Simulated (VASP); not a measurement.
Input of a VASP 6.6.1 run:

INCAR

```
SYSTEM = CsLiCr2Te2S3
PREC = Accurate ; ENCUT = 520
EDIFF = 1E-8 ; ISMEAR = -1
SIGMA = 0.05 ; LREAL = .FALSE.
LASPH = .TRUE. ; NELM = 120
ALGO = Normal ; ISIF = 2
LWAVE = .FALSE. ; LCHARG = .FALSE.
ISPIN = 2 ; MAGMOM = 0 0 3 3 0 0 0 0 0
LORBIT = 11 ; LMAXMIX = 4
GGA = PE ; LEFG = .TRUE.
KPAR = 4
```

Contents of KPOINTS:

```
regular mesh
0
G
  7 7 4
  0 0 0
```

File POSCAR:

```
CsLiCr2Te2S3
1.0
    7.2895900000     -2.1043300000      0.0177200000
    7.2895900000      2.1043300000      0.0177200000
   -2.5331500000      0.0000000000      7.2810000000
Cs Li Cr Te S
1 1 2 2 3
Direct
    0.5000000000      0.5000000000      0.0000000000
    0.0000000000      0.0000000000      0.5000000000
    0.3287000000      0.3287000000      0.4330000000
    0.6713000000      0.6713000000      0.5670000000
    0.8067200000      0.8067200000      0.1742700000
    0.1932800000      0.1932800000      0.8257300000
    0.1635800000      0.1635800000      0.3971300000
    0.8364200000      0.8364200000      0.6028700000
    0.5000000000      0.5000000000      0.5000000000
```

Potentials or basis: VASP PAW PBE potentials, release 64 (Cs_sv, Li_sv, Cr_pv, Te, S).

Run with:

```bash
$ cat potpaw_PBE.64/Cs_sv/POTCAR potpaw_PBE.64/Li_sv/POTCAR potpaw_PBE.64/Cr_pv/POTCAR potpaw_PBE.64/Te/POTCAR potpaw_PBE.64/S/POTCAR > POTCAR
$ mpirun -np 4 vasp_std > vasp.out
```

Q: Estimate the net moment.

A: 5.24 μB per cell.

Q: What does it give for the largest force?

A: 0.029 eV/Å.

Q: Estimate the band gap on the k mesh.

A: None (metal or under the smearing width).

Q: Estimate the site moments.

A: Cs +0.00; Li +0.00; Cr +2.84; Te -0.14; S -0.15, -0.04 μB.

Forces in eV/Å, atoms in the order of the input:
```
Cs   0.000  0.000  0.000
Li   0.000  0.000  0.000
Cr  -0.016  0.000 -0.024
Cr   0.016  0.000  0.024
Te   0.007  0.000  0.024
Te  -0.007  0.000 -0.024
S    0.005  0.000 -0.009
S   -0.005  0.000  0.009
S    0.000  0.000  0.000
```

Caveat: only a ferromagnetic start was run, and an antiferromagnetic order may lie lower in energy. With open d or f shells a metallic result of PBE can be an artefact of self-interaction; +U or a hybrid may open a gap.
